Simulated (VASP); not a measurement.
Output of a VASP run:

**OSZICAR**
```
       N       E                     dE             d eps       ncg     rms          rms(c)
DAV:   1     0.809563177346E+02    0.80956E+02   -0.91242E+03   770   0.195E+03
DAV:   2    -0.252784129154E+01   -0.83484E+02   -0.80491E+02   824   0.345E+02
DAV:   3    -0.866892865542E+01   -0.61411E+01   -0.61133E+01   949   0.754E+01
DAV:   4    -0.878242178477E+01   -0.11349E+00   -0.11344E+00   926   0.113E+01
DAV:   5    -0.878544599871E+01   -0.30242E-02   -0.30241E-02   946   0.151E+00    0.463E+00
DAV:   6    -0.856078123441E+01    0.22466E+00   -0.44304E-01  1148   0.123E+01    0.308E+00
DAV:   7    -0.854059259992E+01    0.20189E-01   -0.11813E-01   930   0.257E+00    0.118E+00
DAV:   8    -0.854314833198E+01   -0.25557E-02   -0.16238E-02   899   0.188E+00    0.176E-01
DAV:   9    -0.854394894540E+01   -0.80061E-03   -0.19269E-03   922   0.695E-01    0.110E-01
DAV:  10    -0.854407671745E+01   -0.12777E-03   -0.17599E-04   967   0.147E-01    0.574E-02
DAV:  11    -0.854423752730E+01   -0.16081E-03   -0.32201E-04   814   0.155E-01    0.108E-02
DAV:  12    -0.854423656593E+01    0.96137E-06   -0.79603E-06   938   0.434E-02    0.282E-03
DAV:  13    -0.854423775175E+01   -0.11858E-05   -0.37067E-06   869   0.189E-02    0.311E-03
DAV:  14    -0.854423764064E+01    0.11111E-06   -0.25970E-07   867   0.619E-03    0.257E-03
DAV:  15    -0.854423761309E+01    0.27555E-07   -0.43144E-08   497   0.179E-03
   1 F= -.85442376E+01 E0= -.85442376E+01  d E =-.902843E-14
```

### OUTCAR
```
------------------------ aborting loop because EDIFF is reached ----------------------------------------
  FORCE on cell =-STRESS in cart. coord.  units (eV):
  Direction    XX          YY          ZZ          XY          YZ          ZX
  --------------------------------------------------------------------------------------
  Total        0.6060243      0.6060243      0.6060243     -0.0000000      0.0000000     -0.0000000
  in kB       23.5469066     23.5469066     23.5469066     -0.0000000      0.0000000     -0.0000000
  external PRESSURE =      23.5469066 kB  Pullay stress =       0.0000000 kB
  volume of cell :       41.24
      direct lattice vectors                 reciprocal lattice vectors
     0.000000000  2.742072379  2.742072379    -0.182343837  0.182343837  0.182343837
     2.742072379  0.000000000  2.742072379     0.182343837 -0.182343837  0.182343837
     2.742072379  2.742072379  0.000000000     0.182343837  0.182343837 -0.182343837
  FREE ENERGIE OF THE ION-ELECTRON SYSTEM (eV)
  ---------------------------------------------------
  free  energy   TOTEN  =        -8.5442376131 eV

  energy  without entropy=       -8.5442376131  energy(sigma->0) =       -8.54423761
```
(Selected blocks of OUTCAR.)

### POSCAR
```
GaP
1
    0.0000000000     2.7420723792     2.7420723792
    2.7420723792     0.0000000000     2.7420723792
    2.7420723792     2.7420723792     0.0000000000
Ga P
1 1
Direct
  0.0000000000   0.0000000000   0.0000000000
  0.2500000000   0.2500000000   0.2500000000
```

### Question
Reconstruct the remaining input files.

### Answer
One answer among several that fit: the input of the run itself, revPBE GGA, plane waves, VASP's PBE PAW potentials (set 64).

KPOINTS:
```
Automatic mesh
0
Gamma
8 8 8
0 0 0
```

### INCAR
```
LWAVE = F
LASPH = T
ISMEAR = 0
LCHARG = F
NELM = 100
SYSTEM = GaP
ISIF = 2   ! forces and stress, cell fixed
GGA = RE   ! revPBE
PREC = Accurate
SIGMA = 0.05
LMAXMIX = 4
EDIFF = 1E-7
LREAL = F   ! projection in real space or not
ALGO = Normal   ! blocked Davidson
ENCUT = 520   ! plane-wave cut-off (eV)
```

POTCAR, in this order: Ga_d P (PBE.64 set). Program: vasp_std.

The compound is GaP in the zinc blende structure. This cell is one point of a volume scan, at 0.97 of the reference volume.
